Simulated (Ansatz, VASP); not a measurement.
# CoSn2 (CoSn2 (I4/mcm)) in two plane-wave programs

One calculation is typed for both programs; each brings its own data sets. How far apart do they land? The cell is taken from a series of runs on this material, whose earlier steps may have relaxed, scaled, displaced or heated it; both programs get it as it stands.

Main program and level: Ansatz 0.2.0; plane waves, with VASP 6.6.1 beside it; relaxation of cell and atoms at r2SCAN.

## 1. The starting structure

Symmetry: I4/mcm, No. 140, tetragonal system. The conventional cell has a = 6.304 Å, b = 6.304 Å, c = 5.451 Å, α = 90.00°, β = 90.00°, γ = 90.00°. Nearest to Co lie 8 Sn at 2.72 Å and 2 Co at 2.73 Å. Nearest to Sn lie 4 Co at 2.72 Å and 1 Sn at 2.97 Å. Farther neighbours are not listed.

Structure file:

```xyz
6
Lattice="-3.1522 3.1522 2.7253 3.1522 -3.1522 2.7253 3.1522 3.1522 -2.7253" Properties=species:S:1:pos:R:3 pbc="T T T"
Co    0.0000    0.0000    1.3626
Co    0.0000    0.0000    4.0879
Sn    2.1017    1.0505    0.0000
Sn    2.1017   -1.0505    2.7253
Sn    1.0505    2.1017    2.7253
Sn    1.0505    4.2027    0.0000
```

## 2. VASP: relaxation of cell and atoms, r2SCAN

The relaxed volume is the usual yardstick between codes: in a stiff, nearly cubic crystal its relative difference is about their pressure difference at one cell divided by the bulk modulus.

Lines of VASP's logs that name or quote its potential files are left out, and so is its time.

Input file INCAR:

```
SYSTEM = CoSn2
PREC = Accurate
ENCUT = 660
EDIFF = 1E-07
NELM = 120
ISMEAR = -1
SIGMA = 0.05
LREAL = .FALSE.
ALGO = Normal
METAGGA = R2SCAN
LASPH = .TRUE.
NBANDS = 45
LORBIT = 11
LWAVE = .FALSE.
LCHARG = .FALSE.
ISIF = 3
IBRION = 2
NSW = 80
EDIFFG = -0.005
GGA_COMPAT = .FALSE.
NELMIN = 4
LMIXTAU = .TRUE.
KPAR = 2
```

Input file POSCAR:

```
CoSn2
1.0
   -3.1522300000      3.1522300000      2.7252610000
    3.1522300000     -3.1522300000      2.7252610000
    3.1522300000      3.1522300000     -2.7252610000
Co Sn
2 4
Direct
    0.2500000000      0.2500000000      0.0000000000
    0.7500000000      0.7500000000      0.0000000000
    0.1666291800      0.3333708200      0.5000000000
    0.3333708200      0.8333708200      0.1667416400
    0.8333708200      0.6666291800      0.5000000000
    0.6666291800      0.1666291800      0.8332583600
```

Input file KPOINTS:

```
Automatic mesh
0
Gamma
9 9 9
0 0 0
```

Potentials, in the order of the species: Co and Sn_d (PBE family, release 64).

Started as:

```bash
> mpirun -np 2 vasp_std
```

Numbers of over 12 decimals in the logs are rounded to 6 here.

What it wrote:

```text
[banner, memory and clock lines left out]
running    2 mpi-ranks, on    1 nodes
 distrk:  each k-point on    1 cores,    2 groups
 distr:  one band on    1 cores,    1 groups

 POSCAR found type information on POSCAR CoSn
 POSCAR found :  2 types and       6 ions
|                                                                             |
|               ----> ADVICE to this user running VASP <----                  |
|                                                                             |
|     You enforced a specific xc type in the INCAR file but a different       |
|     [... a line on the potential file left out ...]
|     I HOPE YOU KNOW WHAT YOU ARE DOING!                                     |
|                                                                             |

 LDA part: xc-table for (None), standard interpolation
 POSCAR, INCAR and KPOINTS ok, starting setup
 FFT: planning ... GRIDC
 FFT: planning ... GRID_SOFT
 FFT: planning ... GRID
 WAVECAR not read
 entering main loop
       N       E                     dE             d eps       ncg     rms          rms(c)
DAV:   1     0.754077487912E+03    0.75408E+03   -0.41705E+04  6826   0.326E+03
DAV:   2     0.507705038525E+01   -0.74900E+03   -0.73298E+03  6750   0.760E+02
DAV:   3    -0.129187462949E+03   -0.13426E+03   -0.13045E+03  6881   0.266E+02
DAV:   4    -0.137573787265E+03   -0.83863E+01   -0.82396E+01  7686   0.701E+01
DAV:   5    -0.137826537970E+03   -0.25275E+00   -0.25243E+00  8834   0.117E+01    0.159E+01
DAV:   6    -0.137419928703E+03    0.40661E+00   -0.77924E+01  7360   0.850E+01    0.297E+01
DAV:   7    -0.124965210593E+03    0.12455E+02   -0.22966E+01  7484   0.533E+01    0.622E+00
DAV:   8    -0.124860198659E+03    0.10501E+00   -0.58317E+00  8760   0.146E+01    0.441E+00
DAV:   9    -0.124735219324E+03    0.12498E+00   -0.48112E-01  7856   0.568E+00    0.134E+00
DAV:  10    -0.124829462078E+03   -0.94243E-01   -0.18911E-01  7973   0.291E+00    0.464E-01
DAV:  11    -0.124830387311E+03   -0.92523E-03   -0.15602E-02  7295   0.897E-01    0.264E-01
DAV:  12    -0.124835274726E+03   -0.48874E-02   -0.55038E-03  7871   0.537E-01    0.782E-02
DAV:  13    -0.124835603729E+03   -0.32900E-03   -0.12372E-03  7193   0.293E-01    0.319E-02
DAV:  14    -0.124835536088E+03    0.67640E-04   -0.11907E-03  7115   0.264E-01    0.376E-02
DAV:  15    -0.124835914104E+03   -0.37802E-03   -0.29964E-04  7095   0.143E-01    0.661E-03
DAV:  16    -0.124835916482E+03   -0.23784E-05   -0.13202E-05  9973   0.276E-02    0.687E-03
DAV:  17    -0.124835919523E+03   -0.30412E-05   -0.15040E-06  6093   0.112E-02    0.331E-03
DAV:  18    -0.124835921728E+03   -0.22043E-05   -0.16111E-06  6313   0.106E-02    0.108E-03
DAV:  19    -0.124835920271E+03    0.14570E-05   -0.18034E-07  5432   0.405E-03    0.718E-04
DAV:  20    -0.124835920329E+03   -0.58160E-07   -0.15738E-08  3845   0.124E-03
   1 F= -.12483592E+03 E0= -.12482368E+03  d E =-.124836E+03
[...]
2 F= -.12483691E+03 E0= -.12482498E+03  d E =-.984714E-03
[...]
3 F= -.12483694E+03 E0= -.12482507E+03  d E =-.101793E-02
[...]
4 F= -.12483694E+03 E0= -.12482508E+03  d E =-.101823E-02
 curvature:  -0.61 expect dE=-0.155E-04 dE for cont linesearch -0.108E-07
 ZBRENT: bracketing found
 ZBRENT: accuracy reached
 trial: gam= 0.01896 g(F)=  0.131E-04 g(S)=  0.125E-04 ort =-0.540E-05 (trialstep = 0.105E+01)
 search vector abs. value=  0.260E-04
 bond charge predicted
       N       E                     dE             d eps       ncg     rms          rms(c)
DAV:   1    -0.124837186451E+03   -0.24799E-03   -0.84363E-03  9133   0.852E-01    0.123E-01
DAV:   2    -0.124837749848E+03   -0.56340E-03   -0.42973E-03  8038   0.599E-01    0.245E-01
DAV:   3    -0.124836978278E+03    0.77157E-03   -0.25941E-03  8331   0.455E-01    0.358E-02
DAV:   4    -0.124836957544E+03    0.20734E-04   -0.14599E-04  8326   0.109E-01    0.149E-02
DAV:   5    -0.124836954567E+03    0.29775E-05   -0.19785E-05  8348   0.360E-02    0.393E-03
DAV:   6    -0.124836952100E+03    0.24667E-05   -0.26713E-06  6995   0.116E-02    0.112E-03
DAV:   7    -0.124836952275E+03   -0.17476E-06   -0.92627E-07  5908   0.530E-03    0.144E-03
DAV:   8    -0.124836952339E+03   -0.64316E-07   -0.58157E-08  3855   0.221E-03
   5 F= -.12483695E+03 E0= -.12482508E+03  d E =-.137841E-04
 trial-energy change:   -0.000014  1 .order   -0.000013   -0.000027    0.000002
 step:   1.0002(harm=  0.9888)  dis= 0.00031  next Energy=  -124.836952 (dE=-0.138E-04)
 reached required accuracy - stopping structural energy minimisation
```

Parts of OUTCAR (step 2):

```text
ion  position               nearest neighbor table
   1  0.250  0.250  0.000-   5 2.72   4 2.72   3 2.72   4 2.72   6 2.72   3 2.72   5 2.72   6 2.72
                             2 2.73   2 2.73
   2  0.750  0.750  0.000-   4 2.72   3 2.72   4 2.72   5 2.72   6 2.72   5 2.72   6 2.72   3 2.72
                             1 2.73   1 2.73
   3  0.167  0.333  0.500-   2 2.72   1 2.72   1 2.72   2 2.72   5 2.97   5 3.10   5 3.10   4 3.32
                             6 3.32   4 3.32   6 3.32   6 3.44   4 3.44   4 3.44   6 3.44
   4  0.333  0.833  0.167-   1 2.72   2 2.72   1 2.72   2 2.72   6 2.97   6 3.10   6 3.10   3 3.32
                             3 3.32   5 3.32   5 3.32   5 3.44   3 3.44   3 3.44   5 3.44
   5  0.833  0.667  0.500-   1 2.72   2 2.72   2 2.72   1 2.72   3 2.97   3 3.10   3 3.10   6 3.32
                             6 3.32   4 3.32   4 3.32   6 3.44   4 3.44   6 3.44   4 3.44
   6  0.667  0.167  0.833-   1 2.72   2 2.72   1 2.72   2 2.72   4 2.97   4 3.10   4 3.10   3 3.32
                             5 3.32   5 3.32   3 3.32   3 3.44   5 3.44   5 3.44   3 3.44

  LATTYP: Found a body centered tetragonal cell.
 ALAT       =     6.3044600000
 C/A-ratio  =     0.8645501756

 Subroutine GETGRP returns: Found 16 space group operations
 (whereof  8 operations were pure point group operations)

The static configuration has the point symmetry C_4h.
 The point group associated with its full space group is D_4h.

 Found     75 irreducible k-points:

   k-points           NKPTS =     75   k-points in BZ     NKDIM =     75   number of bands    NBANDS=     45

   dimension x,y,z NGX =    48 NGY =   48 NGZ =   48
   dimension x,y,z NGXF=    96 NGYF=   96 NGZF=   96

   ENCUT  =  660.0 eV  48.51 Ry    6.96 a.u.  10.94 10.94 10.94*2*pi/ulx,y,z

   NELECT =      74.0000    total number of electrons

 k-points in reciprocal lattice and weights: Automatic mesh
   0.00000000  0.00000000  0.00000000       0.001
   0.11111111 -0.00000000  0.00000000       0.011
   0.22222222 -0.00000000  0.00000000       0.011
   0.33333333 -0.00000000  0.00000000       0.011
   0.44444444 -0.00000000  0.00000000       0.011
   0.11111111  0.11111111  0.00000000       0.011
   0.22222222  0.11111111  0.00000000       0.022
   0.33333333  0.11111111  0.00000000       0.022
   0.44444444  0.11111111  0.00000000       0.022
[...]
-0.44444444  0.44444444  0.44444444       0.005
  -0.44444444 -0.44444444  0.44444444       0.003

 average (electrostatic) potential at core
       1 -82.1137       2 -82.1137       3-101.8478       4-101.8478       5-101.8478
       6-101.8478

 E-fermi :  10.7202

 k-point     1 :       0.0000    0.0000    0.0000
  band No.  band energies     occupation
    ...
     34       9.3715      2.00000
     35       9.5997      2.00000
     36       9.6563      2.00000
     37      10.0691      2.00000
     38      10.0691      2.00000
     39      11.2152      0.00010
     40      11.2514      0.00005
     41      11.2514      0.00005
     42      11.4590      0.00000
     43      13.5457      0.00000
    ...

 k-point     2 :       0.1111   -0.0000    0.0000
  band No.  band energies     occupation
    ...
     34       9.5045      2.00000
     35       9.6378      2.00000
     36       9.8207      2.00000
     37      10.0617      2.00000
     38      10.0805      1.99999
     39      11.2268      0.00008
     40      11.4709      0.00000
     41      11.5267      0.00000
     42      11.8937      0.00000
     43      13.9630      0.00000
    ...

 k-point     3 :       0.2222   -0.0000    0.0000
  band No.  band energies     occupation
    ...
     34       9.6297      2.00000
     35       9.7446      2.00000
     36       9.9796      2.00000
     37      10.0494      2.00000
     38      10.4615      1.98874
     39      11.3699      0.00000
     40      11.9336      0.00000
     41      12.1057      0.00000
     42      13.0926      0.00000
     43      13.9601      0.00000
    ...

  Total       -0.0288686     -0.0288686     -0.0100169      0.0000000      0.0000000      0.0000000
  in kB       -0.4269617     -0.4269617     -0.1481476      0.0000000      0.0000000      0.0000000
  external PRESSURE =      -0.3340236 kB  Pullay stress =       0.0000000 kB

  energy-cutoff  :      660.00
  volume of cell :      108.33
      direct lattice vectors                 reciprocal lattice vectors
    -3.157363133  3.157363133  2.716678661     0.000000000  0.158359992  0.184048267
     3.157363133 -3.157363133  2.716678661     0.158359992  0.000000000  0.184048267
     3.157363133  3.157363133 -2.716678661     0.158359992  0.158359992  0.000000000

 POSITION                                       TOTAL-FORCE (eV/Angst)
 -----------------------------------------------------------------------------------
      0.00000      0.00000      1.35834         0.000000      0.000000      0.000000
      0.00000      0.00000      4.07502         0.000000      0.000000      0.000000
      2.10314      1.05423      0.00000        -0.003153      0.003153      0.000000
      2.10314     -1.05423      2.71668        -0.003153     -0.003153     -0.000000
      1.05423      2.10314      2.71668         0.003153     -0.003153      0.000000
      1.05423      4.21159      0.00000         0.003153      0.003153     -0.000000
 -----------------------------------------------------------------------------------
    total drift:                               -0.000000     -0.000000      0.000000

  FREE ENERGIE OF THE ION-ELECTRON SYSTEM (eV)
  ---------------------------------------------------
  free  energy   TOTEN  =      -124.8369523392 eV

  energy  without entropy=     -124.8132076109  energy(sigma->0) =     -124.82507998

 reached required accuracy - stopping structural energy minimisation

 total charge
# of ion       s       p       d       tot
------------------------------------------
    1        0.388   0.429   7.482   8.299
    2        0.388   0.429   7.482   8.299
    3        1.135   1.179  10.040  12.354
    4        1.135   1.179  10.040  12.354
    5        1.135   1.179  10.040  12.354
    6        1.135   1.179  10.040  12.354
--------------------------------------------------
tot          5.317   5.575  55.124  66.016

[... 3 further parts left out ...]
```

CONTCAR:

```
CoSn2
   1.00000000000000
    -3.1573631327402762    3.1573631327402762    2.7166786610202474
     3.1573631327402762   -3.1573631327402762    2.7166786610202474
     3.1573631327402762    3.1573631327402762   -2.7166786610202474
  Co              Sn
     2     4
Direct
     0.2500000000000000    0.2500000000000000    0.0000000000000000
     0.7500000000000000    0.7500000000000000    0.0000000000000000
     0.1669474294533424    0.3330525705466576    0.5000000000000000
     0.3330525705466576    0.8330525705466576    0.1661051410933152
     0.8330525705466576    0.6669474294533424    0.5000000000000000
     0.6669474294533424    0.1669474294533424    0.8338948589066848
```

This run has no spin polarisation, so a moment on Co, if there is one, isn't seen.

(Continued in part 2 of 2.)

[Lines on the potential files, build, host, timing and source positions are cut from VASP's logs without a mark.]

[Logs are printed without paths, hosts, clocks, repeated set-up lines and the standing remarks that a program may print on its own settings, such as how far it seeks lower states.]

[Hosts, paths, dates, database ids (printed as entryN), source tags and the programs' standing remarks are cut or masked in the printed files.]
